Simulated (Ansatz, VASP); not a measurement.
# Fe2O3 (Hematite): VASP beside Ansatz, part 2 of 3

One calculation is typed for both programs; each brings its own data sets and cutoff. How far apart do they land?  The cell comes out of the VASP series on this material, whose earlier steps may have relaxed, scaled or displaced it; both programs get it as it stands.

VASP 6.6.1 and Ansatz 0.2.0.

So far: The starting structure; Ansatz: zone-centre phonons, PBEsol, DFT+U.

### Step 3. VASP: zone-centre phonons, PBEsol, DFT+U

Level of this step: PBEsol, DFT+U (Fe d 4 eV), spin-polarised from a ferromagnetic start; plane waves and PAW (Fe, O) (VASP).

The same cell, functional, mesh and smearing now go to VASP, with its own data sets and cutoff.

Lines of VASP's logs that name or quote its potential files are left out, and so is its time.

The input, INCAR:

```
SYSTEM = Fe2O3
PREC = Accurate
ENCUT = 520
EDIFF = 1E-08
NELM = 100
ISMEAR = 0
SIGMA = 0.05
LREAL = .FALSE.
ALGO = Normal
GGA = PS
NBANDS = 49
ISPIN = 2
MAGMOM = 4.336 4.336 4.336 4.336 0.37 0.37 0.37 0.37 0.37 0.37
LDAU = .TRUE.
LDAUTYPE = 2
LDAUL = 2 -1
LDAUU = 4 0
LDAUJ = 0 0
LDAUPRINT = 1
LASPH = .TRUE.
LMAXMIX = 4
LORBIT = 11
LWAVE = .FALSE.
LCHARG = .FALSE.
KPAR = 8
IBRION = 6
NFREE = 2
POTIM = 0.015
ISIF = 2
NSW = 1
```

The input, POSCAR:

```
Fe2O3
1.0
    2.5344226858      1.4632496199      4.5638943523
   -2.5344226858      1.4632496199      4.5638943523
    0.0000000000     -2.9264992398      4.5638943523
Fe O
4 6
Direct
    0.3536889577      0.3536889577      0.3536889577
    0.1463110423      0.1463110423      0.1463110423
    0.6463110423      0.6463110423      0.6463110423
    0.8536889577      0.8536889577      0.8536889577
    0.5540698214      0.9459301786      0.2500000000
    0.2500000000      0.5540698214      0.9459301786
    0.9459301786      0.2500000000      0.5540698214
    0.4459301786      0.0540698214      0.7500000000
    0.7500000000      0.4459301786      0.0540698214
    0.0540698214      0.7500000000      0.4459301786
```

The input, KPOINTS:

```
Automatic mesh
0
Gamma
7 7 7
0 0 0
```

The projector-augmented-wave data sets are Fe and O (PBE family, release 64).

The run is started by

```
mpirun -np 8 vasp_std
```

The log of the run:

```text
[banner, memory and clock lines left out]
running    8 mpi-ranks, on    1 nodes
 distrk:  each k-point on    1 cores,    8 groups
 distr:  one band on    1 cores,    1 groups

 POSCAR found type information on POSCAR FeO
 POSCAR found :  2 types and      10 ions
|                                                                             |
|           W    W    AA    RRRRR   N    N  II  N    N   GGGG   !!!           |
|           W    W   A  A   R    R  NN   N  II  NN   N  G    G  !!!           |
|           W    W  A    A  R    R  N N  N  II  N N  N  G       !!!           |
|           W WW W  AAAAAA  RRRRR   N  N N  II  N  N N  G  GGG   !            |
|           WW  WW  A    A  R   R   N   NN  II  N   NN  G    G                |
|           W    W  A    A  R    R  N    N  II  N    N   GGGG   !!!           |
|                                                                             |
|     For optimal performance we recommend to set                             |
|       NCORE = 2 up to number-of-cores-per-socket                            |
|     NCORE specifies how many cores store one orbital (NPAR=cpu/NCORE).      |
|     This setting can greatly improve the performance of VASP for DFT.       |
|     The default, NCORE=1 might be grossly inefficient on modern             |
|     multi-core architectures or massively parallel machines. Do your        |
|     Unfortunately you need to use the default for GW and RPA                |
|     calculations (for HF NCORE is supported but not extensively tested      |
|     yet).                                                                   |
|                                                                             |

|                                                                             |
|               ----> ADVICE to this user running VASP <----                  |
|                                                                             |
|     You enforced a specific xc type in the INCAR file but a different       |
|     [... a line on the potential file left out ...]
|     I HOPE YOU KNOW WHAT YOU ARE DOING!                                     |
|                                                                             |

 LDA part: xc-table for (Slater+PW92), standard interpolation
 POSCAR, INCAR and KPOINTS ok, starting setup
 FFT: planning ... GRIDC
 FFT: planning ... GRID_SOFT
 FFT: planning ... GRID
 WAVECAR not read
 entering main loop
       N       E                     dE             d eps       ncg     rms          rms(c)
DAV:   1     0.814359881678E+03    0.81436E+03   -0.31332E+04  8624   0.165E+03
DAV:   2     0.525450350028E+02   -0.76181E+03   -0.68928E+03  8984   0.427E+02
DAV:   3    -0.879077289658E+02   -0.14045E+03   -0.13367E+03  9856   0.205E+02
DAV:   4    -0.948688332706E+02   -0.69611E+01   -0.69109E+01 10855   0.484E+01
DAV:   5    -0.950506600694E+02   -0.18183E+00   -0.18147E+00 10472   0.754E+00    0.509E+01
DAV:   6    -0.703168546928E+02    0.24734E+02   -0.13676E+02 12729   0.136E+02    0.711E+01
DAV:   7    -0.720939720845E+02   -0.17771E+01   -0.16509E+01 11177   0.369E+01    0.382E+01
DAV:   8    -0.717065356197E+02    0.38744E+00   -0.30509E+00 13400   0.139E+01    0.252E+01
DAV:   9    -0.715771988072E+02    0.12934E+00   -0.54142E-01 12541   0.139E+01    0.409E+00
DAV:  10    -0.716222747464E+02   -0.45076E-01   -0.10755E-01 10062   0.473E+00    0.187E+00
DAV:  11    -0.716072421685E+02    0.15033E-01   -0.10863E-01 10466   0.602E+00    0.539E-01
DAV:  12    -0.716087056821E+02   -0.14635E-02   -0.21082E-02 11138   0.841E-01    0.233E-01
DAV:  13    -0.716089214530E+02   -0.21577E-03   -0.96053E-04 10589   0.231E-01    0.189E-01
DAV:  14    -0.716091518055E+02   -0.23035E-03   -0.35456E-04 12256   0.305E-01    0.141E-01
DAV:  15    -0.716090847635E+02    0.67042E-04   -0.32900E-04 10862   0.299E-01    0.316E-02
DAV:  16    -0.716090855732E+02   -0.80964E-06   -0.13538E-05 10687   0.345E-02    0.844E-03
DAV:  17    -0.716090849861E+02    0.58704E-06   -0.14426E-06  9794   0.148E-02    0.761E-03
DAV:  18    -0.716090847777E+02    0.20838E-06   -0.49773E-07 11719   0.979E-03    0.126E-03
DAV:  19    -0.716090846165E+02    0.16120E-06   -0.47432E-08  8916   0.194E-03    0.523E-04
DAV:  20    -0.716090846096E+02    0.69676E-08   -0.17571E-08  6407   0.150E-03
   1 F= -.71609085E+02 E0= -.71609085E+02  d E =-.837734E-19  mag=    20.0000
[... from here on, the cycles between the ionic steps are left out ...]
   4 F= -.71607596E+02 E0= -.71607596E+02  d E =-.678349E-18  mag=    20.0000
   5 F= -.71607819E+02 E0= -.71607819E+02  d E =-.313955E-17  mag=    20.0000
   6 F= -.71607918E+02 E0= -.71607918E+02  d E =-.119430E-17  mag=    20.0000
   7 F= -.71607629E+02 E0= -.71607629E+02  d E =-.103604E-16  mag=    20.0000
   8 F= -.71607706E+02 E0= -.71607706E+02  d E =-.197428E-17  mag=    20.0000
   9 F= -.71607706E+02 E0= -.71607706E+02  d E =-.392557E-17  mag=    20.0000
  10 F= -.71607979E+02 E0= -.71607979E+02  d E =-.238164E-17  mag=    20.0000
 Finite differences progress:
  Degree of freedom:   5/  5
  Displacement:        1/  2
  Total:               9/ 10
 bond charge predicted
       N       E                     dE             d eps       ncg     rms          rms(c)
DAV:   1    -0.716040688391E+02    0.39104E-02   -0.29086E+00 35054   0.759E+00    0.715E-01
DAV:   2    -0.716082261313E+02   -0.41573E-02   -0.50547E-02 46277   0.205E+00    0.576E-01
DAV:   3    -0.716081697433E+02    0.56388E-04   -0.19678E-03 43583   0.664E-01    0.363E-01
DAV:   4    -0.716079594246E+02    0.21032E-03   -0.60878E-04 49504   0.337E-01    0.237E-01
DAV:   5    -0.716079854628E+02   -0.26038E-04   -0.36468E-04 49108   0.240E-01    0.424E-02
DAV:   6    -0.716079803844E+02    0.50784E-05   -0.61261E-05 41774   0.803E-02    0.316E-02
DAV:   7    -0.716079795277E+02    0.85667E-06   -0.91645E-06 44578   0.384E-02    0.243E-02
DAV:   8    -0.716079792105E+02    0.31723E-06   -0.41029E-06 44282   0.182E-02    0.580E-03
DAV:   9    -0.716079792843E+02   -0.73877E-07   -0.85314E-07 37508   0.696E-03    0.198E-03
DAV:  10    -0.716079792789E+02    0.54388E-08   -0.26896E-08 31357   0.284E-03
  11 F= -.71607979E+02 E0= -.71607979E+02  d E =-.143470E-17  mag=    20.0000
 Finite differences progress:
  Degree of freedom:   5/  5
  Displacement:        2/  2
  Total:              10/ 10
```

[end of part 2 of 3]

[Lines on the potential files, build, host, timing and source positions are cut from VASP's logs without a mark.]

[Logs are printed without paths, hosts, clocks, repeated set-up lines and the standing remarks that a program may print on its own settings, such as how far it seeks lower states.]

[Hosts, paths, dates, database ids (printed as entryN), source tags and the programs' standing remarks are cut or masked in the printed files.]
